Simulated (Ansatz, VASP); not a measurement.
# Cross-check of AlGaAs2 ([001] superlattice of 2 + 2 monolayers (invented)) between VASP and Ansatz, part 2 of 2

One calculation is typed for both programs; each brings its own data sets. How far apart do they land? The cell is generated by rule, not measured, and may not be a known phase. The cell is taken from a series of runs on this material, whose earlier steps may have relaxed, scaled, displaced or heated it; both programs get it as it stands.

VASP 6.6.1 and Ansatz 0.2.0.

So far: The starting structure; VASP: relaxation of cell and atoms, r2SCAN, pair 1.

### 3. Ansatz: relaxation of cell and atoms, r2SCAN, pair 1

Level of this step: Ansatz beside VASP: Kohn-Sham DFT, plane waves, r2SCAN (Ansatz).

Ansatz runs on its PAW soft_1 files.

The same cell, functional and mesh now go to Ansatz, which takes its cutoff from its data sets.

Contents of input.yaml:

```yaml
crystal:
  lattice:
    - [4.0136673989, 0.0, 0.0]
    - [0.0, 4.0136673989, 0.0]
    - [0.0, 0.0, 11.3249625948]
  atoms:
    - { symbol: Ga, position: [0.5, 0.0, 0.8752564546] }
    - { symbol: As, position: [0.5, 0.5, 0.0] }
    - { symbol: Ga, position: [0.0, 0.5, 0.1247435454] }
    - { symbol: As, position: [0.0, 0.0, 0.2500702305] }
    - { symbol: Al, position: [0.5, 0.0, 0.3747876254] }
    - { symbol: As, position: [0.5, 0.5, 0.5] }
    - { symbol: Al, position: [0.0, 0.5, 0.6252123746] }
    - { symbol: As, position: [0.0, 0.0, 0.7499297695] }
kpoints:
  mp_grid: { grid: [6, 6, 2] }
hamiltonian:
  xc: r2scan
  pseudopotentials: { kind: paw, azcp: { folder: soft_1 } }
scf:
  occupations: { method: fixed }
output:
  forces: true
  stress: true
  eigenvalues: true
relax:
  adjacent_minimum: "off"
  f_tol: 0.001
  max_steps: 60
  cell: { stress_tol: 0.01 }
```

On the command line:

```
$ ansatz run input.yaml --threads 4 --pin off --max-ram 10240MiB --backend cpu --events-out ev --progress --plain --runs-dir out
```

Numbers of over 12 decimals in the logs are rounded to 6 here.

The log of the run:

```text
Engine: ansatz 0.2.0, x86_64-unknown-linux-gnu
Pseudopotentials: kind: paw
Pseudopotential: Ga, paw, valence charge 13, recommended cutoff 500 eV (meta_gga), soft_1/Ga.paw.azcp
Pseudopotential: As, paw, valence charge 15, recommended cutoff 500 eV (meta_gga), soft_1/As.paw.azcp
Pseudopotential: Al, paw, valence charge 3, recommended cutoff 500 eV (meta_gga), soft_1/Al.paw.azcp
Functional definition: r2SCAN
  parameter k0 = 0.174
  parameter k1 = 0.065
  parameter a1 = 4.9479
  exchange = r2scan_x(k0 = k0, k1 = k1, a1 = a1)
  correlation = r2scan_c
Crystal: 8 atoms, lattice volume = 182.440 Å³
Basis set: ecut = 500 eV, 4673 PW (Γ), exchange–correlation on 120×120×360 points (64 copies of the dense FFT grid, shifted against one another)
Bands: 56, of which v1, the nominal top of the filled ones, is band 46 counted from 1 (45 counted from 0)
Symmetry: 8 space group operations
Space group: P-4m2 (ITA 115), of the structure as read, at distance tolerance 5.7e-5 Å
k-points: 20 of 72
Non-local potential: Ga, projectors of the file, l = 0: 2, l = 1: 2, l = 2: 3, l = 3: 1
Non-local potential: As, projectors of the file, l = 0: 2, l = 1: 2, l = 2: 3, l = 3: 1
Non-local potential: Al, projectors of the file, l = 0: 2, l = 1: 2, l = 2: 1
PAW form: soft (Blöchl's): semilocal exchange-correlation on the pseudo side does not see the compensation charge
PAW frozen core: Ga, regenerated for the run's functional (the file was generated under x = pbe(κ = 0.804, μ = 0.219515), c = pbe(β = 0.066725))
PAW frozen core: As, regenerated for the run's functional (the file was generated under x = pbe(κ = 0.804, μ = 0.219515), c = pbe(β = 0.066725))
PAW frozen core: Al, regenerated for the run's functional (the file was generated under x = pbe(κ = 0.804, μ = 0.219515), c = pbe(β = 0.066725))
PAW one-centre angular grid: Ga, 590 points (default); XC on 160 Gauss nodes
PAW one-centre angular grid: As, 590 points (default); XC on 160 Gauss nodes
PAW one-centre angular grid: Al, 302 points (default); XC on 160 Gauss nodes
Initial density: superposition of atomic densities (chi_scale 0.1, normalization cell, long waves kept (reshape's long-wave potential 0.18 eV rms))
Initial wavefunctions: pseudopotential atomic-orbital guess
Functional: x = r2scan, c = r2scan; τ floored in thin density (d = 2e-4 eV/Å³)
iter 1 solved again at ethr=3.06e-3 eV; its pass at ethr=3.10e-3 eV (dr2=2.81e0 eV) is discarded
SCF iter   1: F=—  HF=-28124.109157 eV  |F-HF|=—  |Δ(HF+E_count)|=         —  Δρ=4.57e-2  dr2=2.81e0  dr2_τ=3.32e-2  ethr=3.06e-3  ⟨swp⟩=1.0  Hψ=5033  notcnv=0  defer=84
preconditioner: auto → Resta (q_TF=auto, 2.434 Å⁻¹)  ε∞=3.1  [insulator: Δε(μ)=1.537 eV  Ē_g=13.697 eV  n_scr=48 (ndim 8)  ℏωp=19.8 eV  f_vac=0.000  ε∞_Penn≈3.1]
SCF iter   2: F=—  HF=-28124.001580 eV  |F-HF|=—  |Δ(HF+E_count)|=   1.08e-1  Δρ=2.50e-2  dr2=8.62e-1  dr2_τ=5.08e-3  ethr=3.06e-3  ⟨swp⟩=2.1  Hψ=1193  notcnv=0  defer=146
SCF iter   3: F=—  HF=-28124.067368 eV  |F-HF|=—  |Δ(HF+E_count)|=   6.58e-2  Δρ=6.07e-3  dr2=1.01e-1  dr2_τ=7.76e-4  ethr=9.37e-4  ⟨swp⟩=2.3  Hψ=1777  notcnv=0  defer=153
SCF iter   4: F=—  HF=-28124.019213 eV  |F-HF|=—  |Δ(HF+E_count)|=   4.82e-2  Δρ=2.46e-3  dr2=7.46e-3  dr2_τ=7.04e-5  ethr=1.10e-4  ⟨swp⟩=3.0  Hψ=2095  notcnv=0  defer=160
SCF iter   5: F=—  HF=-28124.022705 eV  |F-HF|=—  |Δ(HF+E_count)|=   3.49e-3  Δρ=6.07e-4  dr2=8.48e-4  dr2_τ=1.93e-5  ethr=8.10e-6  ⟨swp⟩=2.1  Hψ=1632  notcnv=0  defer=160
SCF iter   6: F=—  HF=-28124.021922 eV  |F-HF|=—  |Δ(HF+E_count)|=   7.83e-4  Δρ=1.64e-4  dr2=4.26e-5  dr2_τ=8.78e-7  ethr=9.21e-7  ⟨swp⟩=2.0  Hψ=2003  notcnv=0  defer=160
SCF iter   7: F=—  HF=-28124.021930 eV  |F-HF|=—  |Δ(HF+E_count)|=   8.39e-6  Δρ=7.47e-5  dr2=9.33e-6  dr2_τ=1.21e-7  ethr=4.63e-8  ⟨swp⟩=2.0  Hψ=2016  notcnv=0  defer=112
SCF iter   8: F=—  HF=-28124.021938 eV  |F-HF|=—  |Δ(HF+E_count)|=   7.33e-6  Δρ=2.02e-5  dr2=1.41e-6  dr2_τ=1.50e-8  ethr=1.01e-8  ⟨swp⟩=2.0  Hψ=1963  notcnv=0  defer=119
SCF iter   9: F=-28124.021938 eV  HF=-28124.021938 eV  |F-HF|=5.31e-10  |Δ(HF+E_count)|=   1.32e-7  Δρ=3.59e-6  dr2=2.80e-8  dr2_τ=6.06e-10  ethr=1.09e-10  ⟨swp⟩=11.1  Hψ=6270  notcnv=0
SCF 1 converged in 9 iterations: F = -28124.021938 eV  dr2 = 2.80e-8
  greatest PAW one-centre occupation: 0.999 electrons in one spin orbital (limit 2), on the As atom at site 1 (counted from 0), in its partial waves of l = 2
relax step   1: F+E_penalty+E_count = -28124.02193775 eV  Δ(F+E_penalty+E_count) = +0.000e0 eV  max|allowed force component| = 2.785e-3 eV/Å  Δτ_max = 0.0000 Å  P = -0.007 GPa  Ω = 182.440 Å³  (9 SCF iters, dr2 threshold 1.00e-7 eV, accepted)
[...]
relax step   2: F+E_penalty+E_count = -28124.02194365 eV  Δ(F+E_penalty+E_count) = -5.893e-6 eV  max|allowed force component| = 9.097e-4 eV/Å  Δτ_max = 0.0007 Å  P = -0.001 GPa  Ω = 182.424 Å³  energy of the carried Pulay correction = +2.600e-6 eV  (6 SCF iters, dr2 threshold 6.88e-10 eV, accepted)
[...]
relax step   3: F+E_penalty+E_count = -28124.02194112 eV  Δ(F+E_penalty+E_count) = +2.527e-6 eV  max|allowed force component| = 9.087e-4 eV/Å  Δτ_max = 0.0000 Å  P = -0.001 GPa  Ω = 182.424 Å³  stress off target by 3.58e-3 GPa  SCF on the basis re-selected at this cell (its energy is not comparable with the rows above)  (4 SCF iters)
basis re-selected at this cell: Δ(F+E_penalty+E_count) = +2.527e-6 eV, ΔP = -0.000 GPa vs the last step (what re-selecting the basis moved, of the pressure what is left beyond the Pulay correction that the steps carried, after the strain that the cell walked since its last selection, with what the two solves' SCF thresholds leave and, on support functions, any second-order correction that the steps lacked; it is no m [...]
SCF converged after 4 iterations
Free energy (F): -28124.021941 eV
Harris-Foulkes:  -28124.021941 eV  (|F-HF|=7.28e-12)
Internal energy: -28124.021941 eV  (E = F + TS)
E sigma→0 (E₀):  -28124.021941 eV
Fermi energy:    6.700802 eV
--- Per-component energies (eV) ---
  E_band       = -1261.334395
  E_kinetic    = 659.955152
  E_local      = -13468.042852  (includes V_loc(G=0)·N_el)
  E_nonlocal   = -1735.718639
  E_hartree    = 7547.507765
  E_xc         = -450.320929
  E_vxc        = -492.120728  (∫ρ·V_xc dr)
  E_paw        = -13061.872987  (= ΣΔE_a)
  E_vpaw       = -1345.192868  (= ΣTr[D̂ρ^β])
  E_aug_tail   = 0.000147  (compensation charges beyond the density's cutoff)
  E_vtau       = 24.769798  (kinetic-family band-sum trace: ∫τ·v_τ [+ j·A + Jᵃ·Aᵃ] dr)
  E_ewald      = -7608.273674
  E_core_change = -7.255924  (= ΣΔE_core)
  E_smearing   = -0.000000  (= −TS)
  E_closure    = -0.000000  (closes the sum)
  Σ components = -28124.021941   (vs F -28124.021941, Δ=0.00e0)
--- Forces (eV/Å), atoms counted from 1 ---
  atom   1  Ga    -0.00000000     0.00000000    -0.00043568
  atom   2  As    -0.00000000     0.00000000     0.00000000
  atom   3  Ga    -0.00000000     0.00000000     0.00043568
  atom   4  As     0.00000000    -0.00000000     0.00074275
  atom   5  Al     0.00000000    -0.00000000     0.00090866
  atom   6  As     0.00000000    -0.00000000    -0.00000000
  atom   7  Al     0.00000000    -0.00000000    -0.00090866
  atom   8  As    -0.00000000    -0.00000000    -0.00074275
  max |Σ_I F_I| component: 1.12e-16 eV/Å
--- Stress (GPa, compression-positive) ---
       -0.002736      -0.000000       0.000000
       -0.000000      -0.002736       0.000000
        0.000000       0.000000       0.003583
  P = ⅓ Tr σ = -0.0006 GPa (-0.006 kbar)
--- Band table (eV; the first three rows and the last of 20) ---
  k-point 0: bands = [... 42 lower, 5.1470, 6.6993, 6.7008, 6.7008, 8.3354, 8.4978, 8.9058, 9.4235, ... 6 higher]
  k-point 1: bands = [... 42 lower, 5.9761, 5.9761, 6.2392, 6.2392, 8.5123, 8.8340, 9.3300, 9.4094, ... 6 higher]
  k-point 2: bands = [... 42 lower, 5.2440, 5.2657, 6.1126, 6.6082, 8.8581, 9.3533, 9.8085, 10.0871, ... 6 higher]
  k-point 19: bands = [... 42 lower, 3.8268, 3.8516, 3.8755, 3.8871, 9.3214, 9.5526, 9.6269, 9.8564, ... 6 higher]
--- Relaxed structure (2 steps of the walk, 2 accepted, 1 SCFs on fresh bases) ---
  F+E_penalty+E_count = -28124.02194112 eV   max|allowed force component| = 9.087e-4 eV/Å   (the final SCF, on the basis selected at the relaxed cell)
  cell:  # Å, volume = 182.4240 Å³
    - [4.013973, 0, 0]
    - [0, 4.013973, 0]
    - [1.4668297076091393e-19, 0, 11.322261]
  atoms:
    - { symbol: Ga, position: [0.500000, 0.0, 0.875293] }
    - { symbol: As, position: [0.500000, 0.500000, 0] }
    - { symbol: Ga, position: [0, 0.500000, 0.124707] }
    - { symbol: As, position: [0, 0.0, 0.250010] }
    - { symbol: Al, position: [0.500000, 0, 0.374746] }
    - { symbol: As, position: [0.500000, 0.500000, 0.5] }
    - { symbol: Al, position: [0, 0.500000, 0.625254] }
    - { symbol: As, position: [0, 0.0, 0.749990] }
```

### 4. Differences

Known differences besides the potentials themselves: VASP keeps PBE cores, Ansatz makes them for the functional; fixed occupations in Ansatz, narrow Gaussian smearing in VASP; the data sets hold 92 valence electrons in Ansatz (on its PAW soft_1 files) and 52 in VASP; the cutoff is 500 eV in Ansatz and 550 eV in VASP; Ansatz adds a Pulay correction to the stress that steers its cell, VASP none. Total energies have different zeros and are not compared.

Both answers:

```csv
quantity,Ansatz,VASP,difference
volume (Å³),182.42,182.66,-0.13 %
"edge a after relaxation, in the typed setting (Å)",4.014,4.015,-0.03 %
"edge c after relaxation, in the typed setting (Å)",11.322,11.330,-0.07 %
```

### 5. Ansatz: relaxation of cell and atoms, r2SCAN, pair 2

The relaxed volume is the usual yardstick between codes: in a stiff, nearly cubic crystal its relative difference is about their pressure difference at one cell divided by the bulk modulus.

The cell is taken from a series of runs on this material, whose earlier steps may have relaxed, scaled, displaced or heated it; both programs get it as it stands.

input.yaml, the sections that differ from step 3:

```yaml
crystal:
  lattice:
    - [4.000103, 0.0, 0.0]
    - [0.0, 4.000103, 0.0]
    - [0.0, 0.0, 11.314]
  atoms:
    - { symbol: Ga, position: [0.5, 0.0, 0.875] }
    - { symbol: As, position: [0.5, 0.5, 0.0] }
    - { symbol: Ga, position: [0.0, 0.5, 0.125] }
    - { symbol: As, position: [0.0, 0.0, 0.25] }
    - { symbol: Al, position: [0.5, 0.0, 0.375] }
    - { symbol: As, position: [0.5, 0.5, 0.5] }
    - { symbol: Al, position: [0.0, 0.5, 0.625] }
    - { symbol: As, position: [0.0, 0.0, 0.75] }
scf:
  occupations: { method: gaussian, width: 0.02 }
relax:
  adjacent_minimum: "off"
  f_tol: 0.005
  max_steps: 80
  cell: { stress_tol: 0.05 }
# kpoints, hamiltonian, output: as in step 3
```

The log of the run:

```text
[...]
Crystal: 8 atoms, lattice volume = 181.033 Å³
Basis set: ecut = 500 eV, 4649 PW (Γ), exchange–correlation on 120×120×360 points (64 copies of the dense FFT grid, shifted against one another)
Bands: 56, of which v1, the nominal top of the filled ones, is band 46 counted from 1 (45 counted from 0)
Symmetry: 8 space group operations
[...]
k-points: 20 of 72
[...]
- [4.013667, 0, 1.0218863010805868e-18]
    - [0, 4.013667, 0]
    - [2.890330976583793e-18, 0, 11.324963]
  atoms:
    - { symbol: Ga, position: [0.5, 0, 0.875256] }
    - { symbol: As, position: [0.5, 0.5, 0] }
    - { symbol: Ga, position: [0, 0.5, 0.124744] }
    - { symbol: As, position: [0, 0, 0.250070] }
    - { symbol: Al, position: [0.5, 0, 0.374788] }
    - { symbol: As, position: [0.5, 0.5, 0.5] }
    - { symbol: Al, position: [0, 0.5, 0.625212] }
    - { symbol: As, position: [0, 0, 0.749930] }
[key lines of the parts left out:]
SCF converged after 5 iterations
Free energy (F): -28124.021938 eV
Fermi energy:    7.516973 eV
P = ⅓ Tr σ = -0.0066 GPa (-0.066 kbar)
```

### 6. VASP: relaxation of cell and atoms, r2SCAN, pair 2

The same cell, functional, mesh and smearing now go to VASP, with its own data sets.

Contents of INCAR:

```
SYSTEM = AlGaAs2
PREC = Accurate
ENCUT = 550
EDIFF = 1E-07
NELM = 120
ISMEAR = 0
SIGMA = 0.02
LREAL = .FALSE.
ALGO = Normal
METAGGA = R2SCAN
LASPH = .TRUE.
NBANDS = 34
LORBIT = 11
LWAVE = .FALSE.
LCHARG = .FALSE.
ISIF = 3
IBRION = 2
NSW = 80
EDIFFG = -0.005
GGA_COMPAT = .FALSE.
NELMIN = 4
EFERMI = MIDGAP
LMIXTAU = .TRUE.
KPAR = 2
```

Contents of POSCAR:

```
AlGaAs2
1.0
    4.0001030000      0.0000000000      0.0000000000
    0.0000000000      4.0001030000      0.0000000000
    0.0000000000      0.0000000000     11.3140000000
Ga As Al
2 4 2
Direct
    0.5000001250      0.0000000000      0.8750000000
    0.0000000000      0.5000001250      0.1250000000
    0.5000001250      0.5000001250      0.0000000000
    0.0000000000      0.0000000000      0.2500000000
    0.5000001250      0.5000001250      0.5000000000
    0.0000000000      0.0000000000      0.7500000000
    0.5000001250      0.0000000000      0.3750000000
    0.0000000000      0.5000001250      0.6250000000
```

Contents of KPOINTS:

```
Automatic mesh
0
Gamma
6 6 2
0 0 0
```

PAW data sets: Ga_d, As and Al (PBE family, release 64).

On the command line:

```
$ mpirun -np 2 vasp_std
```

The log of the run:

```text
[banner, memory and clock lines left out]
running    2 mpi-ranks, on    1 nodes
[...]
[... a notice as in an earlier step ...]

 LDA part: xc-table for (None), standard interpolation
 POSCAR, INCAR and KPOINTS ok, starting setup
[...]
entering main loop
       N       E                     dE             d eps       ncg     rms          rms(c)
DAV:   1     0.334761607942E+03    0.33476E+03   -0.23589E+04  1386   0.186E+03
DAV:   2    -0.468980328691E+02   -0.38166E+03   -0.36463E+03  1512   0.461E+02
DAV:   3    -0.103270472209E+03   -0.56372E+02   -0.54684E+02  1678   0.142E+02
DAV:   4    -0.106020186065E+03   -0.27497E+01   -0.27336E+01  1618   0.316E+01
[...]
DAV:  27    -0.994636307903E+02   -0.99733E-06   -0.17082E-07  1004   0.343E-03    0.167E-03
DAV:  28    -0.994636314494E+02   -0.65911E-06   -0.97319E-08   782   0.212E-03    0.106E-03
DAV:  29    -0.994636315168E+02   -0.67371E-07   -0.21591E-08   720   0.978E-04
   1 F= -.99463632E+02 E0= -.99463632E+02  d E =-.994636E+02
[... from here on, the cycles between the ionic steps are left out ...]
   2 F= -.99465944E+02 E0= -.99465944E+02  d E =-.231269E-02
   3 F= -.99466883E+02 E0= -.99466883E+02  d E =-.325110E-02
   4 F= -.99466879E+02 E0= -.99466879E+02  d E =-.324780E-02
   5 F= -.99466882E+02 E0= -.99466882E+02  d E =-.325096E-02
   6 F= -.99466974E+02 E0= -.99466974E+02  d E =-.911220E-04
   7 F= -.99466983E+02 E0= -.99466983E+02  d E =-.100235E-03
[...]
reached required accuracy - stopping structural energy minimisation
```

Parts of OUTCAR (step 6):

```text
  Total        0.0354273      0.0354273     -0.0269882      0.0000000      0.0000000      0.0000000
  in kB        0.3109146      0.3109146     -0.2368514      0.0000000      0.0000000      0.0000000
  external PRESSURE =       0.1283259 kB  Pullay stress =       0.0000000 kB

 POSITION                                       TOTAL-FORCE (eV/Angst)
 -----------------------------------------------------------------------------------
      2.00671      0.00000      9.91947         0.000000      0.000000     -0.001161
      0.00000      2.00671      1.41437         0.000000      0.000000      0.001161
      2.00671      2.00671      0.00000         0.000000      0.000000      0.000000
      0.00000      0.00000      2.83599         0.000000      0.000000     -0.003893
      2.00671      2.00671      5.66692         0.000000      0.000000      0.000000
      0.00000      0.00000      8.49784        -0.000000      0.000000      0.003893
      2.00671      0.00000      4.24815         0.000000      0.000000      0.001926
      0.00000      2.00671      7.08568        -0.000000      0.000000     -0.001926
 -----------------------------------------------------------------------------------
    total drift:                               -0.000337     -0.000337      0.000000

  FREE ENERGIE OF THE ION-ELECTRON SYSTEM (eV)
  ---------------------------------------------------
  free  energy   TOTEN  =       -99.4669827135 eV

  energy  without entropy=      -99.4669827135  energy(sigma->0) =      -99.46698271

[... 2 parts as in an earlier step ...]

[... 2 further parts left out ...]
[key lines of the parts left out:]
E-fermi :   4.4128
```

### 7. Side by side

What differs besides the data sets and the points named for the pairs above, as far as they apply: the data sets hold 92 valence electrons in Ansatz (on its PAW soft_1 files) and 52 in VASP. Total energies have different zeros and are not compared.

The two programs side by side:

```csv
quantity,Ansatz,VASP,difference
volume (Å³),182.44,182.56,-0.07 %
"edge a after relaxation, in the typed setting (Å)",4.014,4.013,+0.01 %
"edge c after relaxation, in the typed setting (Å)",11.325,11.334,-0.08 %
```

### 8. Outcome

| Quantity | Value |
| --- | --- |
| difference in volume (relaxation of cell and atoms, r2SCAN, pair 1) | -0.13 % |
| difference in edge c after relaxation, in the typed setting (relaxation of cell and atoms, r2SCAN, pair 2) | -0.078 % |

**Reading.** The difference in volume is -0.13 % (relaxation of cell and atoms, r2SCAN, pair 1), within the 1.2 % picked in this series as the mark of a large difference, as far as the stopping tolerances let one tell. The data sets hold unlike numbers of valence electrons (92 in Ansatz and 52 in VASP), so part of the differences comes from the potentials. Such differences can come from data sets, numerical settings and the points named under the comparisons, not from the functional's error against experiment.

[Lines on the potential files, build, host, timing and source positions are cut from VASP's logs without a mark.]

[Logs are printed without paths, hosts, clocks, repeated set-up lines and the standing remarks that a program may print on its own settings, such as how far it seeks lower states.]

[Hosts, paths, dates, database ids (printed as entryN), source tags and the programs' standing remarks are cut or masked in the printed files.]
